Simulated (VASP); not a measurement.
These are r2SCAN meta-GGA, VASP's PBE PAW potentials (set 64) (plane waves; VASP) values and carry that method's errors.

Input for VASP

INCAR:
```
PREC = Accurate
ISIF = 2   # forces and stress, cell fixed
ISMEAR = -5
LCHARG = F
NEDOS = 601   # DOS grid
LWAVE = F
METAGGA = R2SCAN
ENCUT = 400   # plane-wave cut-off (eV)
NELM = 100
EDIFF = 1E-7   # SCF stop (eV)
LMIXTAU = T
ALGO = Normal   # blocked Davidson
LREAL = F
LMAXMIX = 4
LORBIT = 11
LASPH = T   # aspherical one-centre terms
SYSTEM = Ti
```

**KPOINTS_OPT**
```
k-points along high-symmetry lines
10
Line-mode
Reciprocal
  0.000000   0.000000   0.000000 ! GAMMA
  0.500000  -0.500000   0.500000 ! H

  0.500000  -0.500000   0.500000 ! H
  0.000000   0.000000   0.500000 ! N

  0.000000   0.000000   0.500000 ! N
  0.000000   0.000000   0.000000 ! GAMMA

  0.000000   0.000000   0.000000 ! GAMMA
  0.250000   0.250000   0.250000 ! P

  0.250000   0.250000   0.250000 ! P
  0.500000  -0.500000   0.500000 ! H

  0.250000   0.250000   0.250000 ! P
  0.000000   0.000000   0.500000 ! N
```

### POSCAR
```
Ti
1.0
 -1.6256199913   1.6256199913   1.6256199913
  1.6256199913  -1.6256199913   1.6256199913
  1.6256199913   1.6256199913  -1.6256199913
Ti
1
Cart
  0.0000000000   0.0000000000   0.0000000000
```

**KPOINTS**
```
Automatic mesh
0
Gamma
18 18 18
0 0 0
```

POTCAR, in this order: Ti_sv (PBE.64 set). Program: vasp_std.

What VASP printed:

File OUTCAR:
```
 ion  position               nearest neighbor table
   1  0.000  0.000  0.000-
  LATTYP: Found a body centered cubic cell.
 ALAT       =     3.2512399826
 Subroutine PRICEL returns:
 Original cell was already a primitive cell.
 Subroutine GETGRP returns: Found 48 space group operations
The static configuration has the point symmetry O_h .
The dynamic configuration has the point symmetry O_h .
 Subroutine INISYM returns: Found 48 space group operations
 Subroutine IBZKPT returns following result:
 Found    195 irreducible k-points:

 Following reciprocal coordinates:
            Coordinates               Weight
  0.000000  0.000000  0.000000      1.000000
  0.055556  0.000000  0.000000     12.000000
  0.111111  0.000000  0.000000     12.000000
  0.166667  0.000000  0.000000     12.000000
  0.222222  0.000000  0.000000     12.000000
  0.277778  0.000000  0.000000     12.000000
  0.333333  0.000000  0.000000     12.000000
  0.388889  0.000000  0.000000     12.000000
  0.444444  0.000000  0.000000     12.000000
  0.500000  0.000000  0.000000      6.000000
  0.055556  0.055556  0.000000     24.000000
  0.111111  0.055556  0.000000     48.000000
  0.166667  0.055556  0.000000     48.000000
  0.222222  0.055556  0.000000     48.000000
  0.277778  0.055556  0.000000     48.000000
  0.333333  0.055556  0.000000     48.000000
  0.388889  0.055556  0.000000     48.000000
  0.444444  0.055556  0.000000     48.000000
  0.111111  0.111111  0.000000     24.000000
  0.166667  0.111111 -0.000000     48.000000
  0.222222  0.111111  0.000000     48.000000
  0.277778  0.111111  0.000000     48.000000
  0.333333  0.111111  0.000000     48.000000
  0.388889  0.111111 -0.000000     48.000000
  0.444444  0.111111  0.000000     24.000000
...
```

**OSZICAR**
```
       N       E                     dE             d eps       ncg     rms          rms(c)
DAV:   1     0.621382433501E+02    0.62138E+02   -0.61182E+03  3912   0.126E+03
DAV:   2    -0.132441064240E+02   -0.75382E+02   -0.74258E+02  4016   0.299E+02
DAV:   3    -0.170096294108E+02   -0.37655E+01   -0.37226E+01  5192   0.708E+01
DAV:   4    -0.171299591569E+02   -0.12033E+00   -0.11998E+00  4726   0.103E+01
DAV:   5    -0.171331179677E+02   -0.31588E-02   -0.31563E-02  5060   0.138E+00    0.101E+01
DAV:   6    -0.126620601379E+02    0.44711E+01   -0.12130E+01  4734   0.522E+01    0.122E+00
DAV:   7    -0.130066131564E+02   -0.34455E+00   -0.21580E+00  4672   0.164E+01    0.215E+00
DAV:   8    -0.130773784924E+02   -0.70765E-01   -0.41351E-02  4210   0.230E+00    0.248E+00
DAV:   9    -0.128043228628E+02    0.27306E+00   -0.90384E-01  5000   0.139E+01    0.853E-01
DAV:  10    -0.128051927676E+02   -0.86990E-03   -0.68779E-02  4536   0.416E+00    0.217E-01
DAV:  11    -0.128068297125E+02   -0.16369E-02   -0.33770E-03  4434   0.732E-01    0.115E-01
DAV:  12    -0.128059305900E+02    0.89912E-03   -0.26299E-03  3916   0.755E-01    0.557E-02
DAV:  13    -0.128061466704E+02   -0.21608E-03   -0.23006E-04  4856   0.188E-01    0.836E-03
DAV:  14    -0.128061799481E+02   -0.33278E-04   -0.79423E-05  4340   0.903E-02    0.132E-02
DAV:  15    -0.128061692624E+02    0.10686E-04   -0.27344E-06  4142   0.194E-02    0.147E-02
DAV:  16    -0.128061808536E+02   -0.11591E-04   -0.14122E-05  3902   0.432E-02    0.515E-03
DAV:  17    -0.128061795155E+02    0.13382E-05   -0.15100E-06  5310   0.128E-02    0.498E-03
DAV:  18    -0.128061796931E+02   -0.17759E-06   -0.36094E-08  2286   0.146E-03    0.516E-03
DAV:  19    -0.128061800728E+02   -0.37970E-06   -0.44173E-08  2004   0.246E-03    0.504E-03
DAV:  20    -0.128061793989E+02    0.67385E-06   -0.54015E-08  2182   0.308E-03    0.258E-03
DAV:  21    -0.128061793992E+02   -0.31650E-09   -0.38299E-08  1956   0.288E-03
   1 F= -.12806179E+02 E0= -.12806179E+02  d E =0.000000E+00
       N       E                     dE             ncg
```

File OUTCAR:
```
------------------------ aborting loop because EDIFF is reached ----------------------------------------
  FORCE on cell =-STRESS in cart. coord.  units (eV):
  Direction    XX          YY          ZZ          XY          YZ          ZX
  --------------------------------------------------------------------------------------
  Total       -0.0105957     -0.0105957     -0.0105957      0.0000000      0.0000000     -0.0000000
  in kB       -0.9879249     -0.9879249     -0.9879249      0.0000000      0.0000000     -0.0000000
  external PRESSURE =      -0.9879249 kB  Pullay stress =       0.0000000 kB
  volume of cell :       17.18
      direct lattice vectors                 reciprocal lattice vectors
    -1.625619991  1.625619991  1.625619991     0.000000000  0.307574958  0.307574958
     1.625619991 -1.625619991  1.625619991     0.307574958  0.000000000  0.307574958
     1.625619991  1.625619991 -1.625619991     0.307574958  0.307574958  0.000000000
 POSITION                                       TOTAL-FORCE (eV/Angst)
 -----------------------------------------------------------------------------------
      0.00000      0.00000      0.00000         0.000000     -0.000000      0.000000
 -----------------------------------------------------------------------------------
    total drift:                                0.000000      0.000000     -0.000000
  FREE ENERGIE OF THE ION-ELECTRON SYSTEM (eV)
  ---------------------------------------------------
  free  energy   TOTEN  =       -12.8061793992 eV

  energy  without entropy=      -12.8061793992  energy(sigma->0) =      -12.80617940

 total charge

# of ion       s       p       d       tot
------------------------------------------
    1        2.240   6.132   1.865  10.237
```
(Selected blocks of OUTCAR.)

For a metal the tetrahedron method with Blöchl corrections gives inexact stress and forces.

The structure was generated: Ti was put into the bcc type (Im-3m), which need not be its known phase. It was relaxed first.
